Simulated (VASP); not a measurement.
All values below come from PBEsol GGA, VASP's PBE PAW potentials (set 64) (plane waves; VASP).

VASP ran on this input.

File POSCAR:
```
ZrC
1.0
  0.0000000000   2.3360033741   2.3360033741
  2.3360033741   0.0000000000   2.3360033741
  2.3360033741   2.3360033741   0.0000000000
Zr C
1 1
Cartesian
  0.0000000000   0.0000000000   0.0000000000
  2.3360033741   2.3360033741   2.3360033741
```

**INCAR**
```
SYSTEM = ZrC
PREC = Accurate
ENCUT = 520
EDIFF = 1E-7
NELM = 100
ALGO = Normal
LREAL = .FALSE.
LASPH = .TRUE.
ISMEAR = 0
SIGMA = 0.05
GGA = PS
LMAXMIX = 4
LWAVE = .FALSE.
LCHARG = .FALSE.
LORBIT = 11
ICHARG = 11
```

**KPOINTS**
```
k-points along high-symmetry lines
15
Line-mode
Reciprocal
  0.000000   0.000000   0.000000 ! GAMMA
  0.500000   0.000000   0.500000 ! X

  0.500000   0.000000   0.500000 ! X
  0.625000   0.250000   0.625000 ! U

  0.375000   0.375000   0.750000 ! K
  0.000000   0.000000   0.000000 ! GAMMA

  0.000000   0.000000   0.000000 ! GAMMA
  0.500000   0.500000   0.500000 ! L

  0.500000   0.500000   0.500000 ! L
  0.500000   0.250000   0.750000 ! W

  0.500000   0.250000   0.750000 ! W
  0.500000   0.000000   0.500000 ! X
```

POTCAR, in this order: Zr_sv C (PBE.64 set). Program: vasp_std. Read from the step before: CHGCAR.

Output of the run:

**OSZICAR**
```
       N       E                     dE             d eps       ncg     rms          rms(c)
DAV:   1     0.111686935047E+03    0.11169E+03   -0.91693E+03  2160   0.135E+03
DAV:   2    -0.124372048644E+02   -0.12412E+03   -0.11826E+03  2548   0.337E+02
DAV:   3    -0.175292224136E+02   -0.50920E+01   -0.48799E+01  3328   0.593E+01
DAV:   4    -0.176804093432E+02   -0.15119E+00   -0.15083E+00  2664   0.938E+00
DAV:   5    -0.176841418129E+02   -0.37325E-02   -0.37295E-02  3188   0.121E+00
DAV:   6    -0.176841862308E+02   -0.44418E-04   -0.44419E-04  2688   0.125E-01
DAV:   7    -0.176841865813E+02   -0.35051E-06   -0.35055E-06  3128   0.112E-02
DAV:   8    -0.176841865849E+02   -0.35775E-08   -0.32781E-08  1832   0.120E-03
   1 F= -.17684187E+02 E0= -.17683143E+02  d E =-.208763E-02
```

### OUTCAR
```
 val. band max:        9.9912906645   @ k =   0.1429   0.0000   0.1429

 cond. band min:       9.9982894077   @ k =   0.0714   0.0000   0.0714



 k-point     1 :       0.0000    0.0000    0.0000
  band No.  band energies     occupation
      1     -38.2021      2.00000
      2     -15.9306      2.00000
      3     -15.9306      2.00000
      4     -15.9306      2.00000
      5      -1.6405      2.00000
      6      10.6614      0.00000
      7      10.6614      0.00000
      8      10.6614      0.00000
      9      10.7653      0.00000
     10      10.7653      0.00000
     11      10.7653      0.00000
     12      12.5608      0.00000

 k-point     2 :       0.0357    0.0000    0.0357
  band No.  band energies     occupation
      1     -38.2002      2.00000
      2     -15.9425      2.00000
      3     -15.9345      2.00000
      4     -15.9345      2.00000
      5      -1.5998      2.00000
      6      10.2252      0.00000
      7      10.3218      0.00000
      8      10.3218      0.00000
      9      10.7071      0.00000
     10      11.1640      0.00000
     11      11.1640      0.00000
     12      12.5785      0.00000

 k-point     3 :       0.0714    0.0000    0.0714
  band No.  band energies     occupation
      1     -38.1948      2.00000
      2     -15.9774      2.00000
      3     -15.9461      2.00000
      4     -15.9461      2.00000
      5      -1.4815      2.00000
      6       9.4145      2.00000
      7       9.9983      0.88955
      8       9.9983      0.88955
      9      10.5419      0.00000
     10      11.6622      0.00000
     11      11.6622      0.00000
     12      12.6310      0.00000

 k-point     4 :       0.1071    0.0000    0.1071
  band No.  band energies     occupation
      1     -38.1860      2.00000
      2     -16.0325      2.00000
      3     -15.9646      2.00000
      4     -15.9646      2.00000
      5      -1.2961      2.00000
      6       8.5782      2.00000
      7       9.7390      2.00000
...
```

The density is held fixed in this step, so its total energy and stress have no physical meaning.

The compound is ZrC in the rock salt structure. It was relaxed first.
